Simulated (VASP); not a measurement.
These are PBE GGA with spin-orbit coupling, VASP's PBE PAW potentials (set 64) (plane waves; VASP 6.6.1) values and carry that method's errors.

VASP input:

### KPOINTS
```
kpoints
0
gamma
 11 11 1
0 0 0
```

### POSCAR
```
PtS2
33.5852480
  0.0998660186   0.0000000000   0.0000000000
 -0.0499330242   0.0864865134   0.0000000000
  0.0000000000   0.0000000000   0.5000000000
Pt S
1 2
direct
  0.0000000000   0.0000000000   0.5000000000
  0.3333330000   0.6666670000   0.5831500000
  0.6666670000   0.3333330000   0.4168500000
```

INCAR:
```
SYSTEM = PtS2
PREC = Accurate; ENCUT = 300; LREAL = F
LASPH = T
EDIFF = 1E-6; NELM = 100; ALGO = Normal
LMAXMIX = 6
ISMEAR = -1; SIGMA = 0.1
GGA = PE; GGA_COMPAT = F
MAGMOM = 0.0 0.0 0.0 0.0 0.0 0.0 0.0 0.0 0.0
LSORBIT = T; LNONCOLLINEAR = T
ISIF = 2
LWAVE = F; LCHARG = F; LORBIT = 11
```

POTCAR, in this order: Pt S (PBE.64 set). Program: vasp_ncl.

The cell holds a wide vacuum, so values per volume refer to the whole cell.

**Question.** Predict the energy per atom (σ→0), largest force.

**Answer.** 
```yaml
energy per atom (σ→0): -5.177 eV/atom
largest_force: 0.484 eV/Å
```

OSZICAR:
```
...
DAV:  11    -0.155305514749E+02    0.61911E-04   -0.49080E-04  1112   0.185E-01    0.197E-01
DAV:  12    -0.155305431704E+02    0.83045E-05   -0.72650E-05  1274   0.638E-02    0.783E-02
DAV:  13    -0.155305463986E+02   -0.32282E-05   -0.28738E-05  1090   0.453E-02    0.189E-02
DAV:  14    -0.155305498342E+02   -0.34355E-05   -0.39000E-06  1102   0.142E-02    0.116E-02
DAV:  15    -0.155305535672E+02   -0.37331E-05   -0.74599E-07   752   0.602E-03    0.531E-03
DAV:  16    -0.155305625400E+02   -0.89728E-05   -0.12312E-06   822   0.713E-03    0.469E-03
DAV:  17    -0.155305631244E+02   -0.58440E-06   -0.83824E-08   744   0.284E-03
   1 F= -.15530563E+02 E0= -.15530297E+02  d E =-.532393E-03  mag=    -0.0000     0.0000     0.0000
```

The cell is a sheet with vacuum, built from a generated structure.
